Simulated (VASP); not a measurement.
## CsMgBiO3: equation of state with PBE

CsMgBiO3:

```xyz
6
Lattice="3.2305 1.8651 3.7970 -3.2305 1.8651 3.7970 0.0000 -3.7303 3.7970" Properties=species:S:1:pos:R:3 pbc="T T T"
Bi    0.0000    0.0000    6.4393
Cs    0.0000    0.0000   10.4488
Mg    0.0000    0.0000    3.4423
O     1.5857    0.9155    7.4612
O     0.0000   -1.8310    7.4612
O    -1.5857    0.9155    7.4612
```

The cell comes from a database or a generator and needn't be the stable form of this composition.

* Program: VASP 6.6.1
* Task: equation of state
* Functional: PBE
* Potentials or basis: VASP PAW PBE potentials, release 64 (Bi_d, Cs_sv, Mg, O)
* Cutoff: 520 eV
* k mesh: 6 × 6 × 6
* Occupations: fermi-dirac, width 0.05 eV
* Spin: no spin polarisation
* Further INCAR settings: ALGO = Normal; EDIFF = 1e-07; NBANDS = 31

```yaml
Equilibrium_volume: 23.00 Å³/atom
Bulk_modulus_at_fixed_shape_and_positions: 59 GPa
Pressure_derivative_of_the_bulk_modulus: 4.4
```

Energy against volume, from the lowest point:
```csv
volume (Å³/atom),energy (meV/atom)
21.506,20.12
21.963,9.24
22.421,2.69
22.878,0.00
23.336,0.78
23.794,4.68
24.251,11.38
```

All runs of the series together: 24 min on 1 thread of Intel(R) Xeon(R) Platinum 8175M CPU @ 2.50GHz (Skylake/Cascade Lake) (shared host).

Caveat: the cell was scaled at fixed shape and fractional positions, which overstates the stiffness of a crystal with free parameters, most of all of layers and chains.
